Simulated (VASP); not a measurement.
Given:

```
CELL_PARAMETERS angstrom
      3.74938     0.00000     0.00000
      0.00000     3.74938     0.00000
      0.00000     0.00000     3.74938
ATOMIC_POSITIONS crystal
  Cs 0.00000 0.00000 0.00000
  I  0.50000 0.50000 0.50000
```

The numbers are results of PBEsol GGA, VASP's PBE PAW potentials (set 64) (plane waves; VASP), not measurements. Settings: 500 eV cut-off, 7×7×7 Γ-centred mesh, Gaussian smearing of 0.050 eV, potentials Cs_sv I.

Unless said otherwise, spin-orbit coupling is left out, though it shifts the bands of the heavy elements here.

What does the run give for the energy per atom (σ→0), pressure, band gap (on the k-mesh) with the smallest direct gap where there is one?

| Property | Result |
|---|---|
| band gap (on the k-mesh) | 1.71 eV |
| smallest direct gap (on the k-mesh) | 1.71 eV |
| energy per atom (σ→0) | -177.2 kJ/mol of atoms |
| pressure | 29.90 GPa |

Only differences to runs with the same potentials and settings are physical.

The compound is CsI in the CsCl type structure. It was relaxed first under an external pressure of 30 GPa.
